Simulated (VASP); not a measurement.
**CaPd2N2 with AM05: from relaxation to properties**

Wanted: the relaxed cell of CaPd2N2 and its properties. The steps: rough relaxation of the start cell, relaxing cell and atoms (AM05), density, ELF and potential (AM05), bands along the symmetry lines (AM05), density of states (AM05), band structure (AM05 + SOC) and core levels (AM05). The cell is invented: it takes the structure of a Materials Project entry for CaRu2N2 (space group 12 there), with some of its atoms replaced by other elements, volume scaled by an estimate. It may not be a known or stable phase.

Calculated with VASP 6.6.1; AM05; plane waves and PAW (Pd, Ca_sv, N), in the first sound run; inputs show where later runs differ.

Report form: the programs' logs are mostly left out.

### 1. Set-up

Before any relaxation, the start is as follows. The structure is monoclinic, space group C2/m (No. 12). Conventional cell: a = 5.639 Å, b = 3.272 Å, c = 7.218 Å, α = 90.00°, β = 90.97°, γ = 90.00°. Pd has 3 N at 2.03 Å nearest. Ca has 6 N at 2.52 to 2.53 Å nearest. Nearest to N lie 3 Pd at 2.03 Å and 3 Ca at 2.52 to 2.53 Å. It derives from CaRu2N2. It takes the structure of a Materials Project entry for CaRu2N2 (space group 12 there), with some of its atoms replaced by other elements, volume scaled by an estimate. Farther neighbours and most contacts between anions are not listed.

Structure file:

```xyz
5
Lattice="2.8197 -1.6361 0.0000 2.8197 1.6361 0.0000 -0.1222 0.0000 7.2173" Properties=species:S:1:pos:R:3 pbc="T T T"
Pd    1.8013    0.0000    1.1699
Pd    3.7157    0.0000    6.0474
Ca   -0.0611    0.0000    3.6086
N     1.8278    0.0000    5.2913
N     3.6893    0.0000    1.9260
```

### 2. Rough relaxation of the start cell

The start is only an estimate, so a cheap relaxation brings it near a minimum before any careful run. AM05 is built from the electron gas and the surface model, and does well on lattice constants.

INCAR reads:

```
SYSTEM = CaPd2N2
PREC = Normal
ENCUT = 520
EDIFF = 1E-05
NELM = 60
ISMEAR = -1
SIGMA = 0.05
LREAL = .FALSE.
ALGO = Fast
GGA = AM
NBANDS = 26
LORBIT = 11
LWAVE = .FALSE.
LCHARG = .FALSE.
KPAR = 2
IBRION = 2
NSW = 40
ISIF = 3
EDIFFG = -0.04
```

POSCAR reads:

```
CaPd2N2
1.0
    2.8196560000     -1.6360520000      0.0000000000
    2.8196560000      1.6360520000      0.0000000000
   -0.1222230000      0.0000000000      7.2172510000
Pd Ca N
2 1 2
Direct
    0.3229385000      0.3229385000      0.1620950000
    0.6770615000      0.6770615000      0.8379050000
    0.0000000000      0.0000000000      0.5000000000
    0.3400055000      0.3400055000      0.7331410000
    0.6599945000      0.6599945000      0.2668590000
```

KPOINTS reads:

```
Automatic mesh
0
Gamma
6 6 3
0 0 0
```

Potentials, in the order of the species: Pd, Ca_sv and N (PBE family, release 64).

Started as:

```sh
$ mpirun -np 2 vasp_std
```

Elapsed: 2.7 min, on 2 MPI ranks of AMD EPYC 7R43, shared host; peak memory 0.31 GiB.

The k-mesh is coarse for a metal. This relaxation is a rough one on cheap settings, only to bring the start near its minimum. The PAW data sets were made with PBE, which is usual practice but a small mismatch for other functionals. The run keeps the 4 symmetry operations of its start, so it cannot find a distortion of lower symmetry.

The steps of the relaxation:

```
step  energy less that of the first step (eV)  largest force (eV/Å)  pressure (GPa)  volume (Å³)
   1                                   0.0000                1.0099           -0.86        66.59
   2                                  -0.1299                0.4294           -2.37        65.88
   3                                  -0.1547                0.1767           -3.03        65.29
   4                                  -0.1558                0.2204           -3.02        65.40
   5                                  -0.1684                0.2553            3.10        62.58
   6                                  -0.1763                0.2583            0.63        63.63
   7                                  -0.1885                0.0881            0.25        63.58
   8                                  -0.1908                0.1066            0.04        63.54
   9                                  -0.1908                0.1096            0.04        63.54
  10                                  -0.1927                0.0475            0.13        63.57
  11                                  -0.1928                0.0512            0.22        63.57
  12                                  -0.1928                0.0533            0.25        63.57
  13                                  -0.1931                0.0374           -0.37        63.81
  14                                  -0.1931                0.0417           -0.25        63.77
  15                                  -0.1936                0.0256           -0.21        63.76
```

```
     cell as run  before  after  change
           a (Å)   3.260  3.230  -0.9 %
           b (Å)   3.260  3.230  -0.9 %
           c (Å)   7.218  6.984  -3.2 %
           α (°)   90.84  90.19  -0.7 %
           β (°)   90.84  90.19  -0.7 %
           γ (°)   60.25  61.05  +1.3 %
volume (Å³/atom)   13.32  12.75  -4.2 %
```

The atoms that moved most (Å, as changes of fractional coordinates times the final cell):

| atom | dx | dy | dz | length |
| --- | --- | --- | --- | --- |
| N4 | -0.018 | 0.000 | -0.087 | 0.089 |
| N5 | 0.018 | 0.000 | 0.087 | 0.089 |
| Pd1 | 0.025 | 0.000 | -0.069 | 0.073 |
| Pd2 | -0.025 | 0.000 | 0.069 | 0.073 |

Final coordinates:

```xyz
5
Lattice="2.7822 -1.6406 0.0189 2.7822 1.6406 0.0189 -0.0746 0.0000 6.9841" Properties=species:S:1:pos:R:3 pbc="T T T"
Pd    1.8101    0.0000    1.0752
Pd    3.6797    0.0000    5.9466
Ca   -0.0373    0.0000    3.4920
N     1.8191    0.0000    5.0465
N     3.6707    0.0000    1.9753
```

This step gave:

| Item | Value |
| --- | --- |
| electrons | 40 |
| bands | 26 |
| irreducible k-points | 34 |
| symmetry operations | 4 |
| free energy (TOTEN) | -29.93 eV |
| energy at zero smearing | -29.91 eV |
| Fermi energy | 7.813 eV |
| pressure | -0.2132 GPa |
| metallic, judged on the points sampled | yes |
| SCF cycles over all ionic steps | 109 |

It ends with a largest force of 0.026 eV/Å and a pressure of -0.21 GPa.

### 3. Relaxing cell and atoms (AM05)

Properties are meant for the cell that this level of theory prefers, so cell and atoms are relaxed first (ISIF = 3) until forces and stress are small; EDIFFG sets the threshold.

INCAR reads:

```
SYSTEM = CaPd2N2
PREC = Accurate
ENCUT = 520
EDIFF = 1E-06
NELM = 100
ISMEAR = -1
SIGMA = 0.05
LREAL = .FALSE.
ALGO = Normal
GGA = AM
NBANDS = 26
LORBIT = 11
LWAVE = .FALSE.
LCHARG = .FALSE.
KPAR = 2
IBRION = 2
NSW = 60
ISIF = 3
EDIFFG = -0.01
```

POSCAR reads:

```
CaPd2N2
1.0
    2.7821895620     -1.6405947367      0.0188611972
    2.7821895620      1.6405947367      0.0188611972
   -0.0746107821      0.0000000000      6.9840706958
Pd Ca N
2 1 2
Direct
    0.3273414827      0.3273414827      0.1521884312
    0.6726585173      0.6726585173      0.8478115688
    0.0000000000      0.0000000000      0.5000000000
    0.3365836887      0.3365836887      0.7207489604
    0.6634163113      0.6634163113      0.2792510396
```

KPOINTS reads:

```
Automatic mesh
0
Gamma
8 8 3
0 0 0
```

Started as:

```sh
$ mpirun -np 2 vasp_std
```

Run time: 5.6 min. Hardware: 2 MPI ranks; peak memory 0.44 GiB; 11 min of CPU time.

Step by step:

```csv
step,energy less that of the first step (eV),largest force (eV/Å),pressure (GPa),volume (Å³)
1,0.0000,0.1488,-0.57,63.76
2,-0.0021,0.0546,0.73,63.34
3,-0.0022,0.0611,0.59,63.40
4,-0.0041,0.0487,0.19,63.58
5,-0.0045,0.0634,-0.07,63.71
6,-0.0051,0.0410,-0.09,63.69
7,-0.0056,0.0589,-0.11,63.66
8,-0.0060,0.0400,0.14,63.58
9,-0.0062,0.0224,0.41,63.48
10,-0.0064,0.0059,0.23,63.55
11,-0.0064,0.0092,0.12,63.60
12,-0.0065,0.0074,0.02,63.63
```

```
     cell as run  before  after  change
           a (Å)   3.230  3.246  +0.5 %
           b (Å)   3.230  3.246  +0.5 %
           c (Å)   6.984  6.975  -0.1 %
           α (°)   90.19  90.03  -0.2 %
           β (°)   90.19  90.03  -0.2 %
           γ (°)   61.05  59.98  -1.7 %
volume (Å³/atom)   12.75  12.73  -0.2 %
```

The atoms that moved most (Å, as changes of fractional coordinates times the final cell):

```
atom      dx     dy      dz  length
 Pd2  -0.034  0.000  -0.010   0.035
 Pd1   0.034  0.000   0.010   0.035
  N4  -0.018  0.000  -0.002   0.018
  N5   0.018  0.000   0.002   0.018
```

Final coordinates:

```xyz
5
Lattice="2.8110 -1.6225 0.0238 2.8110 1.6225 0.0238 -0.0631 0.0000 6.9749" Properties=species:S:1:pos:R:3 pbc="T T T"
Pd    1.8645    0.0000    1.0871
Pd    3.6945    0.0000    5.9355
Ca   -0.0315    0.0000    3.4875
N     1.8288    0.0000    5.0412
N     3.7302    0.0000    1.9814
```

This step gave:

| Quantity | Value |
| --- | --- |
| irreducible k-points | 57 |
| free energy (TOTEN) | -29.98 eV |
| energy at zero smearing | -29.97 eV |
| Fermi energy | 7.777 eV |
| pressure | 0.02213 GPa |
| SCF cycles over all ionic steps | 83 |

It ends with a largest force of 0.007 eV/Å and a pressure of 0.02 GPa.

### 4. Density, ELF and potential (AM05)

A single point on the relaxed cell gives a clean self-consistent state, with density, ELF and potential written out.

Edit INCAR of step 3 so:

```diff
@@ -13,7 +13,5 @@
 LWAVE = .FALSE.
-LCHARG = .FALSE.
-KPAR = 2
-IBRION = 2
-NSW = 60
-ISIF = 3
-EDIFFG = -0.01
+LCHARG = .TRUE.
+ISIF = 2
+LELF = .TRUE.
+LVHAR = .TRUE.
```

POSCAR reads:

```
CaPd2N2
1.0
    3.2457676800      0.0000000000      0.0000000000
   -1.6228838400      2.8109172700      0.0000000000
    0.0000000000      0.0000000000      6.9751935000
Pd Ca N
2 1 2
Direct
    0.3333333330      0.6666666670      0.1535780480
    0.6666666670      0.3333333330      0.8464219520
    0.0000000000      0.0000000000      0.5000000000
    0.3333333330      0.6666666670      0.7204807330
    0.6666666670      0.3333333330      0.2795192670
```

KPOINTS reads:

```
Automatic mesh
0
Gamma
8 8 4
0 0 0
```

The cell reached was symmetrised within 0.01 Å before this step, which raises the operations from 4 to 12, which the run then keeps.

Started as:

```sh
$ mpirun -np 2 vasp_std
```

Wall time 37 s (2 MPI ranks); peak memory 0.27 GiB; 72 s of CPU time.

This step gave:

* SCF cycles: 14
* irreducible k-points: 35
* symmetry operations: 12
* Fermi energy: 7.767 eV
* pressure: -0.04015 GPa

Valence electrons inside each PAW sphere by angular momentum. Sphere charges, by row:

```csv
atom,s (e),p (e),d (e),tot (e)
Pd1,0.469,0.623,8.433,9.524
Pd2,0.469,0.623,8.433,9.524
Ca3,2.042,5.88,0.409,8.33
N4,1.261,2.317,0,3.578
N5,1.261,2.317,0,3.578
```

ELF in the ac plane of the cell as run, not the conventional one, at fractional y = 0.333, with atoms of Pd and N within 0.2 Å of it. It is the smooth field of the valence electrons, not physical close to the nuclei.

Ten even steps from '0' (0.00) to '9' (0.89), each cell a mean:
```
22222222233333322
21111122211111222
21111122100000022
22222222100000012
23343222200000122
34555432222112222
35565432233433322
34444432223333222
12222211122222111
01111100011111000
12332100000000000
23444310001211001
13443210124553201
11121101368988531
10000014799999863
31111136899889985
32112247886347886
32222247886346886
22332235788888874
22333223467887642
22222222234443321
22222221111111111
22222222111111112
22222222222222222
```
Columns run along a (3.2 Å), rows up along c (7.0 Å). Atoms in or near the plane, at fractional coordinates: Pd at (0.67, 0.85), N at (0.67, 0.28).

Electrostatic potential energy in the ac plane of the cell as run, not the conventional one, at fractional y = 0.333, with atoms of Pd and N within 0.2 Å of it. With pseudopotentials it is smooth inside the atoms' cores, unlike the true potential.

Ten even steps from '0' (-61 eV) to '9' (2 eV), each cell a mean:
```
99999999865555789
99999997531112368
99999985200000136
89999985200000036
99999986310000147
99999998642223478
99999999887667899
99999999999999999
99999999999999999
99889999999999999
88888899999999999
88878889999999999
88888889999999999
98888999999999999
99999999998889999
99999999863224799
99999999721321489
99999999731221489
98888899864335799
88777899998889999
98777899999999999
98888899999999999
99999999999999999
99999999999999999
```
Columns run along a (3.2 Å; values clipped at the 3rd and 97th percentile), rows up along c (7.0 Å). Atoms in or near the plane, at fractional coordinates: Pd at (0.67, 0.85), N at (0.67, 0.28).

Valence density in the ac plane of the cell as run, not the conventional one, at fractional y = 0.333, with atoms of Pd and N within 0.2 Å of it. It is the smooth field of the valence electrons, not physical close to the nuclei.

Values in e/Å³, 24 rows by 14 columns, each cell a mean:
```
0.2 0.2 0.1 0.1 0.2 0.2 0.4 0.6 1.0 1.2 1.1 0.8 0.5 0.3
0.2 0.2 0.1 0.1 0.2 0.4 0.7 1.4 2.2 2.8 2.6 1.8 1.0 0.5
0.3 0.2 0.2 0.2 0.3 0.5 1.3 2.5 3.9 4.9 4.5 3.2 1.9 0.8
0.4 0.3 0.2 0.2 0.3 0.6 1.5 2.9 4.5 5.7 5.2 3.7 2.1 1.0
0.4 0.3 0.3 0.3 0.4 0.6 1.2 2.1 3.3 4.2 3.9 2.8 1.6 0.8
0.4 0.4 0.4 0.4 0.4 0.5 0.7 1.2 1.8 2.3 2.1 1.5 0.9 0.5
0.3 0.4 0.4 0.4 0.4 0.4 0.4 0.5 0.7 0.9 0.8 0.6 0.4 0.4
0.3 0.3 0.4 0.3 0.3 0.3 0.2 0.2 0.3 0.3 0.3 0.3 0.2 0.2
0.2 0.3 0.3 0.3 0.2 0.2 0.2 0.1 0.1 0.1 0.1 0.1 0.1 0.2
0.2 0.3 0.3 0.3 0.2 0.1 0.1 0.1 0.1 0.1 0.1 0.1 0.1 0.1
0.2 0.4 0.4 0.4 0.3 0.2 0.1 0.1 0.1 0.1 0.1 0.1 0.1 0.1
0.3 0.5 0.6 0.5 0.3 0.2 0.1 0.1 0.1 0.1 0.1 0.1 0.1 0.2
0.3 0.4 0.5 0.4 0.3 0.2 0.1 0.1 0.2 0.2 0.2 0.1 0.1 0.2
0.2 0.2 0.3 0.2 0.2 0.2 0.2 0.3 0.4 0.4 0.4 0.3 0.2 0.2
0.2 0.2 0.2 0.2 0.2 0.2 0.3 0.6 0.9 1.1 1.0 0.7 0.5 0.3
0.2 0.2 0.1 0.2 0.2 0.3 0.6 1.2 2.1 2.8 2.5 1.7 0.9 0.4
0.3 0.2 0.2 0.2 0.3 0.4 0.9 1.8 3.0 3.6 3.4 2.5 1.3 0.6
0.4 0.3 0.3 0.3 0.3 0.5 0.9 1.8 2.9 3.4 3.2 2.4 1.3 0.6
0.4 0.5 0.5 0.5 0.4 0.5 0.7 1.2 1.9 2.4 2.2 1.5 0.9 0.5
0.4 0.6 0.7 0.6 0.5 0.4 0.4 0.6 0.8 0.9 0.9 0.7 0.5 0.4
0.4 0.5 0.6 0.6 0.5 0.3 0.3 0.3 0.3 0.3 0.3 0.3 0.3 0.3
0.3 0.4 0.4 0.4 0.3 0.3 0.2 0.2 0.2 0.2 0.2 0.2 0.2 0.2
0.2 0.2 0.3 0.2 0.2 0.2 0.2 0.2 0.2 0.2 0.2 0.2 0.2 0.2
0.2 0.2 0.2 0.2 0.2 0.2 0.2 0.3 0.3 0.4 0.3 0.3 0.2 0.2
```
Columns run along a (3.2 Å), rows up along c (7.0 Å). Atoms in or near the plane, at fractional coordinates: Pd at (0.67, 0.85), N at (0.67, 0.28).

The pressure is -0.04 GPa and the largest force 0.017 eV/Å.

### 5. Bands along the symmetry lines (AM05)

Levels along the symmetry lines show where the bands peak and cross; KPOINTS_OPT computes them in the converged potential.

INCAR reads:

```
SYSTEM = CaPd2N2
PREC = Accurate
ENCUT = 520
EDIFF = 1E-06
NELM = 100
ISMEAR = -1
SIGMA = 0.05
LREAL = .FALSE.
ALGO = Normal
GGA = AM
NBANDS = 35
LORBIT = 11
LWAVE = .FALSE.
LCHARG = .FALSE.
KPAR = 2
```

POSCAR is that of step 4.

KPOINTS is that of step 4.

KPOINTS_OPT reads:

```
Line mode
16
Line-mode
Reciprocal
  0.00000000   0.00000000   0.00000000 GAMMA
  0.50000000   0.00000000   0.00000000 M

  0.50000000   0.00000000   0.00000000 M
  0.33333333   0.33333333   0.00000000 K

  0.33333333   0.33333333   0.00000000 K
  0.00000000   0.00000000   0.00000000 GAMMA

  0.00000000   0.00000000   0.00000000 GAMMA
  0.00000000   0.00000000   0.50000000 A

  0.00000000   0.00000000   0.50000000 A
  0.50000000   0.00000000   0.50000000 L

  0.50000000   0.00000000   0.50000000 L
  0.33333333   0.33333333   0.50000000 H

  0.33333333   0.33333333   0.50000000 H
  0.00000000   0.00000000   0.50000000 A

  0.50000000   0.00000000   0.50000000 L
  0.50000000   0.00000000   0.00000000 M

  0.33333333   0.33333333   0.00000000 K
  0.33333333   0.33333333   0.50000000 H
```

Started as:

```sh
$ mpirun -np 2 vasp_std
```

Wall time 2.3 min (2 MPI ranks); peak memory 0.44 GiB; 4.6 min of CPU time.

Spin-orbit coupling is off here; it would split degenerate levels.

Numbers from this step:

```
bands        : 35
Fermi energy : 7.768 eV
pressure     : -0.03775 GPa
```

Electronic bands along the path, in eV, zero at the Fermi level; # counts the bands kept in this run:

| point | #12 | #13 | #14 | #15 | #16 | #17 | #18 | #19 |
| --- | --- | --- | --- | --- | --- | --- | --- | --- |
| Γ | 0.00 | 0.21 | 0.84 | 0.84 | 1.19 | 1.19 | 3.51 | 4.99 |
| 0.53 of the way | -1.65 | -0.56 | 0.46 | 0.57 | 0.94 | 2.04 | 3.71 | 5.09 |
| M | -1.96 | -1.66 | -0.97 | -0.32 | 0.48 | 3.14 | 4.41 | 5.52 |
| 0.47 of the way | -2.28 | -1.88 | -0.86 | -0.38 | 0.69 | 3.56 | 4.60 | 5.77 |
| K | -2.53 | -2.11 | -0.33 | -0.33 | 0.50 | 4.67 | 4.67 | 5.70 |
| 0.53 of the way | -1.81 | -0.93 | 0.49 | 0.55 | 1.04 | 2.14 | 4.24 | 4.30 |
| Γ | 0.00 | 0.21 | 0.84 | 0.84 | 1.19 | 1.19 | 3.51 | 4.99 |
| 0.47 of the way | -0.54 | 0.62 | 0.62 | 0.88 | 1.41 | 1.41 | 3.55 | 4.43 |
| A | -0.84 | 0.46 | 0.46 | 1.43 | 1.57 | 1.57 | 3.62 | 3.86 |
| 0.47 of the way | -1.05 | -0.83 | 0.47 | 0.60 | 0.93 | 2.12 | 3.73 | 4.69 |
| L | -2.19 | -1.47 | -1.01 | -0.66 | 0.81 | 3.16 | 4.09 | 5.12 |
| 0.47 of the way | -2.35 | -2.07 | -0.97 | -0.06 | 0.61 | 3.48 | 4.69 | 5.24 |
| H | -2.69 | -1.97 | -0.28 | -0.28 | 0.31 | 4.52 | 4.52 | 6.13 |
| 0.47 of the way | -1.58 | -1.36 | -0.05 | 0.64 | 0.76 | 2.44 | 4.19 | 4.30 |
| A | -0.84 | 0.46 | 0.46 | 1.43 | 1.57 | 1.57 | 3.62 | 3.86 |
| jump to L | -2.19 | -1.47 | -1.01 | -0.66 | 0.81 | 3.16 | 4.09 | 5.12 |
| 0.47 of the way | -2.07 | -1.56 | -0.99 | -0.53 | 0.69 | 3.16 | 4.20 | 5.30 |
| M | -1.96 | -1.66 | -0.97 | -0.32 | 0.48 | 3.14 | 4.41 | 5.52 |
| jump to K | -2.53 | -2.11 | -0.33 | -0.33 | 0.50 | 4.67 | 4.67 | 5.70 |
| 0.47 of the way | -2.59 | -2.05 | -0.31 | -0.31 | 0.41 | 4.59 | 4.59 | 5.92 |
| H | -2.69 | -1.97 | -0.28 | -0.28 | 0.31 | 4.52 | 4.52 | 6.13 |

Of the projections kept (Pd, Ca, N), the largest for each band there, as a share of the weight inside these atoms' spheres; weight between the spheres isn't counted:

```csv
point,#12,#13,#14,#15,#16,#17,#18,#19
Γ,Pd 0.52,Pd 0.52,Pd 0.53,Pd 0.53,N 0.53,N 0.53,Ca 0.75,Pd 0.52
M,Pd 0.74,Pd 0.94,Pd 0.64,Pd 0.61,Pd 0.65,Ca 0.60,Pd 0.77,Pd 0.59
K,Pd 0.95,Pd 0.78,Pd 0.74,Pd 0.74,Pd 0.75,Ca 0.66,Ca 0.66,Pd 0.56
Γ,Pd 0.52,Pd 0.52,Pd 0.53,Pd 0.53,N 0.53,N 0.53,Ca 0.75,Pd 0.52
A,Pd 0.65,Pd 0.46,Pd 0.46,N 0.65,Pd 0.53,Pd 0.53,Ca 0.71,N 0.43
L,Pd 0.78,Pd 0.83,N 0.52,Pd 0.63,Pd 0.63,Ca 0.53,Pd 0.61,Pd 0.76
```

There is no gap at this level.

### 6. Density of states (AM05)

Here the states are counted by energy and projected on the atoms. The mesh is finer than in the run before.

Edit INCAR of step 5 so:

```diff
@@ -5,3 +5,3 @@
 NELM = 100
-ISMEAR = -1
+ISMEAR = -5
 SIGMA = 0.05
@@ -15 +15,2 @@
 KPAR = 2
+NEDOS = 2001
```

POSCAR is that of step 5.

KPOINTS reads:

```
Automatic mesh
0
Gamma
12 12 5
0 0 0
```

Started as:

```sh
$ mpirun -np 2 vasp_std
```

Run time: 99 s. Hardware: 2 MPI ranks; peak memory 0.52 GiB; 3.3 min of CPU time.

With tetrahedra the forces and stress of a metal are not exact derivatives of the energy.

Numbers from this step:

* SCF cycles: 15
* irreducible k-points: 81
* free energy (TOTEN): -29.97 eV
* Fermi energy: 7.811 eV
* pressure: -0.1078 GPa
* DOS at the Fermi level, one point of the energy grid: 2.471 states/eV/cell

The density of states has structure finer than the step of the table below, so its rows give means over 0.5 eV, whole bins alone (the curve runs from -12.0 to 4.72 eV). Peaks (eV: height): total -5.53: 10.5, -5.32: 11.0, -3.92: 18.7, -2.54: 13.4; Pd d -3.92: 15.9, -3.76: 7.61, -2.54: 11.5, -2.39: 6.66; N p -5.90: 2.11, -5.72: 2.12, -5.53: 2.52, -5.32: 2.50; Ca d 0.60: 0.211, 3.16: 0.638, 3.80: 1.56, 4.47: 1.44.

States under -12.0 eV and over 4.7 eV are left out. Density of states against energy, zero at the Fermi level; means over each step; values in states/eV/cell:

```
energy (eV)   total    Pd d      N p     Ca d
       -7.5       0       0        0        0
       -7.0  0.0403  0.0140  0.00893   4.9e-4
       -6.5    3.81    1.54    0.857   0.0363
       -6.0    5.10    2.46     1.16   0.0266
       -5.5    8.68    4.56     2.04   0.0935
       -5.0    4.19    1.68     1.04   0.0601
       -4.5    2.16   0.716    0.630   0.0484
       -4.0    5.95    4.72    0.267   0.0454
       -3.5    4.56    3.67    0.187   0.0329
       -3.0    2.45    1.91    0.209   0.0263
       -2.5    6.54    5.25    0.413   0.0783
       -2.0    4.39    2.79    0.549    0.109
       -1.5    1.98   0.994    0.395   0.0596
       -1.0    2.05   0.927    0.483   0.0566
       -0.5    2.73    1.30    0.625   0.0648
        0.0    2.62    1.23    0.641   0.0604
        0.5    4.47    2.20     1.18    0.125
        1.0    2.31    1.01    0.740   0.0387
        1.5   0.593   0.191    0.187  0.00809
        2.0   0.598   0.149    0.125   0.0188
        2.5   0.572   0.128   0.0753   0.0398
        3.0    1.09   0.193    0.101    0.250
        3.5    1.83   0.201    0.193    0.663
        4.0    2.51   0.223    0.285    0.883
```

Force by atom:

```csv
atom,x (eV/Å),y (eV/Å),z (eV/Å),size
Pd1,0.0000,0.0000,-0.0529,0.0529
Pd2,0.0000,0.0000,0.0529,0.0529
Ca3,0.0000,0.0000,0.0000,0.0000
N4,0.0000,0.0000,-0.0238,0.0238
N5,0.0000,0.0000,0.0238,0.0238
```

The finer mesh and the other smearing move the Fermi level by +0.04 eV from the 8×8×4 run, a small shift, which tests the Fermi level alone. Of the states within 0.3 eV of the Fermi level, the largest shares in the PAW spheres are Pd d 47 % and N p 24 %. The rest lies in smaller channels or between the spheres.

(Continued in part 2 of 2.)

[Lines on the potential files, build, host, timing and source positions are cut from VASP's logs without a mark.]

[Logs are printed without paths, hosts, clocks, repeated set-up lines and the standing remarks that a program may print on its own settings, such as how far it seeks lower states.]

[Hosts, paths, dates, database ids (printed as entryN), source tags and the programs' standing remarks are cut or masked in the printed files.]

[A measured line is paired with the nearest computed mode of its activity, which favours agreement.]

[In band tables of VASP the shares of atoms and orbitals are scaled to a sum of 1 inside the atoms' spheres.]
